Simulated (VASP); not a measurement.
Data:

```
SrTiO3
1.0
    3.91695     0.00000     0.00000
    0.00000     3.91695     0.00000
    0.00000     0.00000     3.91695
Sr Ti O
1 1 3
Direct
  0.00000   0.00000   0.00000
  0.50000   0.50000   0.50000
  0.50000   0.00000   0.50000
  0.00000   0.50000   0.50000
  0.50000   0.50000   0.00000
```

Calculation: rev-vdW-DF2, VASP's PBE PAW potentials (set 64) (plane waves; VASP). Settings: 520 eV cut-off, 6×6×6 Γ-centred mesh, tetrahedra with Blöchl corrections, potentials Sr_sv Ti_sv O.

Problem. The job: SrTiO3 (cubic perovskite), 5 atoms, rev-vdW-DF2, static run, 520 eV, 6×6×6 Γ-centred mesh. Roughly how much core time does it take on a busy server core?

Solution. About 50 core-seconds (one run on a shared machine, a rough figure). It had 20 irreducible k-points, 24 bands, up to 1647 plane waves and 18 electronic steps.

The compound is SrTiO3 in the cubic perovskite structure, the ideal cubic form; the compound distorts at low or room temperature. It was relaxed first.
